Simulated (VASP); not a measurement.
An input for Ansatz (written as the equivalent of a VASP run, and not itself run):

Ansatz 0.2 input:
```yaml
crystal:
  lattice:
    - [2.8300761, 0.0000000, 0.0000000]
    - [0.0000000, 2.8300761, 0.0000000]
    - [0.0000000, 0.0000000, 3.5486167]
  atoms:
    - { symbol: Cu, position: [0.0000000, 0.0000000, 0.0000000] }
    - { symbol: Au, position: [0.5000000, 0.5000000, 0.5000000] }
kpoints:
  mp_grid: { grid: [14, 14, 12] }
hamiltonian:
  xc: pbesol
  pseudopotentials: { kind: paw }
scf:
  occupations: { method: tetrahedron }
  max_iter: 100
output: { forces: true, stress: true, eigenvalues: true }
```

Problem. Write the VASP files for the same calculation (PBEsol).

Solution. Several could match; the one computed here: 
File KPOINTS:
```
Automatic mesh
0
Gamma
14 14 12
0 0 0
```

**POSCAR**
```
CuAu
1
    2.8300760638     0.0000000000     0.0000000000
    0.0000000000     2.8300760638     0.0000000000
   -0.0000000000    -0.0000000000     3.5486167376
Cu Au
1 1
Direct
  0.0000000000   0.0000000000   0.0000000000
  0.5000000000   0.5000000000   0.5000000000
```

### INCAR
```
! general
SYSTEM   =  CuAu
PREC     =  Accurate
ENCUT    =  520   ! plane-wave cut-off (eV)
LREAL    =  .FALSE.
LASPH    =  .TRUE.   ! aspherical one-centre terms

! electronic loop
EDIFF    =  1E-7
NELM     =  100   ! most electronic steps
ALGO     =  Normal   ! blocked Davidson
LMAXMIX  =  6   ! l cut-off of mixed one-centre charges

! smearing
ISMEAR   =  -5   ! tetrahedra, Bloechl

! functional
GGA      =  PS   ! PBEsol

! ions
ISIF     =  2   ! forces and stress, cell fixed

! output
LWAVE    =  .FALSE.
LCHARG   =  .TRUE.
LORBIT   =  11   ! lm-projected
NEDOS    =  601   ! DOS grid
```

POTCAR, in this order: Cu Au (PBE.64 set). Program: vasp_std.

Limits of the translation: each code has its own PAW files, so the cut-off isn't converted (ENCUT is set for VASP's; basis.ecutwfc is left out, and Ansatz then takes the one that its files recommend); Ansatz stops its SCF on the density residual and VASP on the energy change (EDIFF).

The compound is CuAu in the L1_0 structure. It was relaxed first.
